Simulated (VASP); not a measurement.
Given:

```xyz
2
Lattice="4.0213 -2.1929 -0.0019 4.0213 2.1929 -0.0019 2.8271 0.0000 3.6038" Properties=species:S:1:pos:R:3 pbc="T T T"
Sb     2.5322     0.0000     0.8387
Sb     8.3374     0.0000     2.7613
```

Method: PBE GGA, VASP's PBE PAW potentials (set 64) (plane waves; VASP). Run with 500 eV cut-off, 7×7×7 Γ-centred mesh, Gaussian smearing of 0.050 eV, potentials Sb.

Energy and stress use the plane-wave basis of the starting cell.

Question: The ions, cell shape and volume at an external pressure of 5.0 GPa are relaxed. Give the cell that the relaxation ends in.

Answer: 
```xyz
2
Lattice="3.8130 -2.1431 -0.0406 3.8130 2.1431 -0.0406 2.6459 0.0000 3.4831" Properties=species:S:1:pos:R:3 pbc="T T T"
Sb     2.4434     0.0000     0.8092
Sb     7.8285     0.0000     2.5928
```
Space group R-3m (166), at a tolerance of 0.03 Å.

Question: How do energy and volume change from the first to the last step?

Answer: The energy (σ→0) changes by +42.1 meV/atom and the volume by -9.7 %, in 9 ionic steps.

The compound is Sb in the a7 structure. This run relaxes it under an external pressure of 5 GPa. Symmetry was kept, so distortions that lower it aren't found.
